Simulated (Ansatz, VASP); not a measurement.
# Cross-check of AlAu (Au-Al-Al-Au stack, (111) layers) between VASP and Ansatz

One calculation is typed for both programs; each brings its own data sets. How far apart do they land? The cell is taken from a series of runs on this material, whose earlier steps may have relaxed, scaled, displaced or heated it; both programs get it as it stands.

Main program and level: Ansatz 0.2.0; plane waves, with VASP 6.6.1 beside it; PBEsol.

## 1. Set-up

The cell holds 4 atoms: 2 Au and 2 Al. Its edges and angles: a = 2.919 Å, b = 2.919 Å, c = 37.830 Å, α = 90.0°, β = 90.0°, γ = 120.0°. It derives from AlAu. Vacuum lies along c.

## 2. Ansatz: zone-centre phonons, PBEsol

Ansatz runs on its PAW soft_1 files.

Second derivatives magnify differences that forces hide, and they need a tight electronic threshold.

Contents of input.yaml:

```yaml
crystal:
  lattice:
    - [2.9186906146, 0.0, 0.0]
    - [-1.4593453073, 2.527660218, 0.0]
    - [0.0, 0.0, 37.8296148056]
  atoms:
    - { symbol: Au, position: [0.0, 0.0, 0.1553554897] }
    - { symbol: Al, position: [0.3333333333, 0.6666666667, 0.2088721601] }
    - { symbol: Al, position: [0.6666666667, 0.3333333333, 0.267337024] }
    - { symbol: Au, position: [0.0, 0.0, 0.3208536944] }
  periodic: [true, true, false]
kpoints:
  mp_grid: { grid: [6, 6, 1] }
hamiltonian:
  xc: pbesol
  pseudopotentials: { kind: paw, azcp: { folder: soft_1 }, xc_functional: pbe }
scf:
  occupations: { method: methfessel_paxton, width: 0.2 }
output:
  eigenvalues: true
phonons:
  method: dfpt
  qmesh: [2, 2, 1]
  temperatures: { t_max: 1000, t_step: 50 }
  qpath:
    path:
      - [0.0, 0.0, 0.0]
      - [0.5, 0.0, 0.0]
      - [0.33333333, 0.33333333, 0.0]
      - [0.0, 0.0, 0.0]
    npoints: 10
```

The run is started by

```console
$ ansatz run input.yaml --threads 4 --pin off --max-ram 12288MiB --backend cpu --events-out ev --progress --plain --runs-dir out
```

Numbers of over 12 decimals in the logs are rounded to 6 here.

The log of the run:

```text
Warning: crystal.symmetry: narrowed to the stabiliser of the run's FFT grids — unitary ops 12 → 6. A phonons.method: dfpt run fills in the rows of the dynamical matrix that it does not solve by its symmetry operations, which is exact only for operations that map its FFT grids onto themselves: filled in by any other, the frequencies could depend on the order in which like atoms are typed, or, by more than the grids' own error, on where the crystal sits among the grids' points. Excluded: 6 operations. The run can therefore solve more perturbations, solve them on more k-points, or both, and cost more. [rest of the remark cut]
Engine: ansatz 0.2.0, aarch64-unknown-linux-gnu
Pseudopotentials: kind: paw
Pseudopotential: Au, paw, valence charge 19, recommended cutoff 420 eV (normal), soft_1/Au.paw.azcp
Pseudopotential: Al, paw, valence charge 3, recommended cutoff 420 eV (normal), soft_1/Al.paw.azcp
Functional definition: PBEsol
  exchange = pbesol_x
  correlation = pbesol_c
Crystal: 4 atoms, lattice volume = 279.086 Å³
Basis set: ecut = 420 eV, 5407 PW (Γ), exchange–correlation on 40×40×512 points (8 copies of the dense FFT grid, shifted against one another)
Bands: 27, of which v1, the nominal top of the filled ones, is band 22 counted from 1 (21 counted from 0)
Symmetry: 12 space group operations
k-points: 7 of 36 (irreducible under 6 space group operations, time reversal used)
Non-local potential: Au, projectors of the file, l = 0: 3, l = 1: 2, l = 2: 2, l = 3: 1
Non-local potential: Al, projectors of the file, l = 0: 2, l = 1: 2, l = 2: 1
PAW form: soft (Blöchl's): semilocal exchange-correlation on the pseudo side does not see the compensation charge
PAW frozen core: Au, regenerated for the run's functional, and the local potential with it (the file was generated under x = pbe(κ = 0.804, μ = 0.219515), c = pbe(β = 0.066725))
PAW frozen core: Al, regenerated for the run's functional, and the local potential with it (the file was generated under x = pbe(κ = 0.804, μ = 0.219515), c = pbe(β = 0.066725))
PAW one-centre angular grid: Au, 590 points (default); XC on 64 Gauss nodes
PAW one-centre angular grid: Al, 110 points (default); XC on 64 Gauss nodes
Initial density: superposition of atomic densities (neutral atoms: chi_scale 0, normalization atom)
Initial wavefunctions: pseudopotential atomic-orbital guess
Functional: x = pbesol(κ = 0.804, μ = 0.123457), c = pbesol(β = 0.046)
SCF iter   1: F=—  HF=-27069.113021 eV  |F-HF|=—  |Δ(HF+E_count)|=         —  Δρ=4.70e-2  dr2=2.30e1  ethr=3.10e-3  ⟨swp⟩=15.9  Hψ=1616  notcnv=0
preconditioner: auto → LDOS  [insulator: Δε(μ)=0.151 eV  Ē_g=6.959 eV  σ=0.200 eV  W_gap=0.58  n_scr=24 (ndim 8)  ℏωp=11.8 eV  f_vac=0.725  D(μ)=3.31/eV (n_scr^D=16)  ε∞_Penn≈3.9  β→1.0]
SCF iter   2: F=—  HF=-27067.922269 eV  |F-HF|=—  |Δ(HF+E_count)|=    1.19e0  S|Δr|=    0.00e0  Δρ=2.77e-2  dr2=4.63e0  ethr=3.10e-3  ⟨swp⟩=4.4  Hψ=593  notcnv=0  defer=2
SCF iter   3: F=—  HF=-27066.767532 eV  |F-HF|=—  |Δ(HF+E_count)|=    1.15e0  S|Δr|=    0.00e0  Δρ=9.07e-3  dr2=1.58e0  ethr=3.10e-3  ⟨swp⟩=3.7  Hψ=551  notcnv=0  defer=2
SCF iter   4: F=—  HF=-27066.659005 eV  |F-HF|=—  |Δ(HF+E_count)|=   1.09e-1  S|Δr|=    0.00e0  Δρ=6.77e-3  dr2=3.07e-1  ethr=3.10e-3  ⟨swp⟩=2.1  Hψ=267  notcnv=0  defer=2
SCF iter   5: F=—  HF=-27066.638956 eV  |F-HF|=—  |Δ(HF+E_count)|=   2.00e-2  S|Δr|=    0.00e0  Δρ=2.85e-3  dr2=4.91e-2  ethr=6.99e-4  ⟨swp⟩=2.4  Hψ=309  notcnv=0  defer=2
SCF iter   6: F=—  HF=-27066.641412 eV  |F-HF|=—  |Δ(HF+E_count)|=   2.46e-3  S|Δr|=    0.00e0  Δρ=3.09e-3  dr2=6.83e-2  ethr=1.12e-4  ⟨swp⟩=3.3  Hψ=462  notcnv=0  defer=2
SCF iter   7: F=—  HF=-27066.628998 eV  |F-HF|=—  |Δ(HF+E_count)|=   1.24e-2  S|Δr|=    0.00e0  Δρ=9.96e-4  dr2=6.54e-3  ethr=1.12e-4  ⟨swp⟩=3.1  Hψ=365  notcnv=0  defer=2
SCF iter   8: F=—  HF=-27066.628082 eV  |F-HF|=—  |Δ(HF+E_count)|=   9.17e-4  S|Δr|=    0.00e0  Δρ=1.65e-4  dr2=1.05e-4  ethr=1.49e-5  ⟨swp⟩=3.1  Hψ=418  notcnv=0  defer=2
SCF iter   9: F=—  HF=-27066.628056 eV  |F-HF|=—  |Δ(HF+E_count)|=   2.54e-5  S|Δr|=    0.00e0  Δρ=6.28e-5  dr2=2.05e-5  ethr=2.38e-7  ⟨swp⟩=3.9  Hψ=497  notcnv=0  defer=2
SCF iter  10: F=—  HF=-27066.628058 eV  |F-HF|=—  |Δ(HF+E_count)|=   1.73e-6  S|Δr|=    0.00e0  Δρ=2.10e-5  dr2=2.29e-6  ethr=4.66e-8  ⟨swp⟩=3.0  Hψ=334  notcnv=0  defer=2
SCF iter  11: F=—  HF=-27066.628195 eV  |F-HF|=—  |Δ(HF+E_count)|=   1.37e-4  S|Δr|=    0.00e0  Δρ=3.46e-6  dr2=3.17e-8  ethr=5.20e-9  ⟨swp⟩=3.4  Hψ=436  notcnv=0  defer=2
SCF iter  12: F=—  HF=-27066.628195 eV  |F-HF|=—  |Δ(HF+E_count)|=   7.80e-9  S|Δr|=    0.00e0  Δρ=4.13e-7  dr2=3.69e-10  ethr=7.21e-11  ⟨swp⟩=4.0  Hψ=505  notcnv=0  defer=2
SCF iter  13: F=—  HF=-27066.628195 eV  |F-HF|=—  |Δ(HF+E_count)|=   2.77e-9  S|Δr|=    0.00e0  Δρ=3.39e-7  dr2=4.88e-10  ethr=1.00e-12  ⟨swp⟩=3.6  Hψ=403  notcnv=0  defer=2
SCF iter  14: F=—  HF=-27066.628195 eV  |F-HF|=—  |Δ(HF+E_count)|=  1.16e-10  S|Δr|=    0.00e0  Δρ=7.23e-8  dr2=2.07e-11  ethr=1.00e-12  ⟨swp⟩=3.0  Hψ=362  notcnv=0  defer=2
SCF iter  15: F=-27066.628195 eV  HF=-27066.628195 eV  |F-HF|=9.82e-11  |Δ(HF+E_count)|=  3.64e-11  S|Δr|=    0.00e0  Δρ=1.09e-8  dr2=8.66e-13  ethr=1.00e-12  ⟨swp⟩=19.1  Hψ=1645  notcnv=0
SCF 1 converged in 15 iterations: F = -27066.628195 eV  dr2 = 8.66e-13
  greatest PAW one-centre occupation: 1.000 electrons in one spin orbital (limit 2), on the Au atom at site 3 (counted from 0), in its partial waves of l = 0
phonons: the bands overlap, so this run is a metal and interpolates without the dipole-dipole term. If the crystal is really an insulator or semiconductor, its LO-TO splitting is missing
NSCF: frozen V_eff on 7 k-points
NSCF: frozen V_eff on 13 k-points
DFPT response loops at q = (0, 0, 0) (fractional): preconditioner auto → none (partly filled bands, converged f_vac=0.724); β = 0.50; Broyden in place of MSR1
NSCF: frozen V_eff on 26 k-points
DFPT response loops at q = (0, -0.5, 0) (fractional): mixed as the last ones told, above
SCF converged after 15 iterations
Stability not checked: this state was not tested for a lower state beside it, because cold or Methfessel-Paxton smearing, or corrected tetrahedra, fill the levels in a way that the test cannot read (fill_not_monotonic; see scf.lower_state_search)
Free energy (F): -27066.628195 eV
Harris-Foulkes:  -27066.628195 eV  (|F-HF|=9.82e-11)
Internal energy: -27066.624739 eV  (E = F + TS)
E sigma→0 (E₀):  -27066.627331 eV
Entropy (-TS):   -0.003457 eV (-0.864 meV/atom)
Fermi energy:    -5.002119 eV
--- Per-component energies (eV) ---
  E_band       = -1448.174843
  E_kinetic    = 1202.556170
  E_local      = -150009.808108  (includes V_loc(G=0)·N_el)
  E_nonlocal   = 220.984021
  E_hartree    = 74261.237774
  E_xc         = -503.340076
  E_vxc        = -581.150823  (∫ρ·V_xc dr)
  E_paw        = -20093.706689  (= ΣΔE_a)
  E_vpaw       = -803.235045  (= ΣTr[D̂ρ^β])
  E_aug_tail   = 0.003210  (compensation charges beyond the density's cutoff)
  E_ewald      = 67854.791627
  E_core_change = 0.657332  (= ΣΔE_core)
  E_smearing   = -0.003457  (= −TS)
  E_closure    = 0.000000  (closes the sum)
  Σ components = -27066.628195   (vs F -27066.628195, Δ=0.00e0)
--- Band table (eV; the first three rows and the last of 7) ---
  k-point 0: bands = [... 18 lower, -8.2284, -8.2275, -8.2275, -7.2798, -5.7350, -2.1674, -0.1947 (-0.2099°), 0.0179, ... 1 higher]
  k-point 1: bands = [... 18 lower, -8.9543, -8.3464, -8.3450, -6.5026, -4.5528, -1.4320, 0.4333 (0.4206°), 0.4628, ... 1 higher]
  k-point 2: bands = [... 18 lower, -8.2048, -7.7428, -7.7427, -5.2126, -4.5286, -2.1043, -1.6878, 0.7837, ... 1 higher]
  k-point 6: bands = [... 18 lower, -6.9160, -6.9160, -6.5952, -4.9419, -3.1928, -3.1928, -2.5800, -1.0562, ... 1 higher]
  ° read free of the cell's end (the report's vacuum.weakly_bound_levels)
--- Phonons (Γ-DFPT): 8 representative perturbations + reference (Σ response iterations 38) ---
  ASR residual: 2.472e-5 → 0.000e0 eV/Å²; symmetrization residual: 1.294e-5 eV/Å²
  The last average, over the group as it would stand without the narrowing to the FFT grids, took up to 1.228e-5 eV/Å² of the zone centre's force constants
  ASR residual per site (eV/Å²): 2.47e-5 5.55e-6 1.70e-5 1.55e-5
  Γ frequencies (cm⁻¹): 0.00 0.00 0.00 27.03 27.03 55.47 114.97 114.97 164.60 164.60 237.83 352.38
--- Phonons (arbitrary-q DFPT): 2 irreducible q on the 2×2×1 mesh ---
  q = [0.0000, 0.0000, 0.0000] (star 1, of the zone-centre solve; hermiticity 3.07e-6, symmetrization 3.66e-12, taken by the last average 1.45e-6): -0.00 0.00 0.00 27.03 27.03 55.47 114.97 114.97 164.60 164.60 237.83 352.38
  q = [0.0000, -0.5000, 0.0000] (star 3, 12 solved perturbations on 13 of 36 k-point pairs; hermiticity 3.05e-6, symmetrization 1.13e-6, taken by the last average 1.15e-6): 45.99 46.85 50.00 58.28 110.29 110.75 168.52 211.74 221.87 246.67 313.05 317.25
  sum rule: each row above includes the acoustic sum rule's correction from the zone centre's row sums; it moved no ω² by more than (0.41 cm⁻¹)²
  mesh force constants: q→R imaginary residual 2.06e-17; ASR residual 2.472e-5 → 0.000e0 eV/Å²; symmetrization residual 6.217e-15 eV/Å²
  interpolated dispersion: 31 rows × 12 modes
  density of states and harmonic sums: on the 24×24×1 q-mesh, interpolated from the force constants of a 2×2×1 supercell (no non-analytic term)
  largest difference from the sums on the solved wave vectors: F 1.55e-1 eV, S 2.15e-4 and C_V 5.97e-5 eV/K
  zero-point energy: 0.110648 eV/cell   skipped modes (ω ≤ 0): 7, of them read as no rigid motion or as one in doubt: 4 (5.208e-2 modes/cell left out, lowest -12.11 cm⁻¹)   left out of the sums: 4.77e-3 of the cell's modes: C_V's classical limit lies that fraction below 3 k_B per atom; for a crystal, a wire or a layer, F and S can be off by more, and a phonons.interpolated_qmesh denser along its periods is the remedy for the sampling
```

The column dr2 measures how far the density is from self-consistency, as an energy; F and HF (Harris–Foulkes) agree once it is small.

[end of part 1 of 2]

[Lines on the potential files, build, host, timing and source positions are cut from VASP's logs without a mark.]

[Logs are printed without paths, hosts, clocks, repeated set-up lines and the standing remarks that a program may print on its own settings, such as how far it seeks lower states.]

[Hosts, paths, dates, database ids (printed as entryN), source tags and the programs' standing remarks are cut or masked in the printed files.]
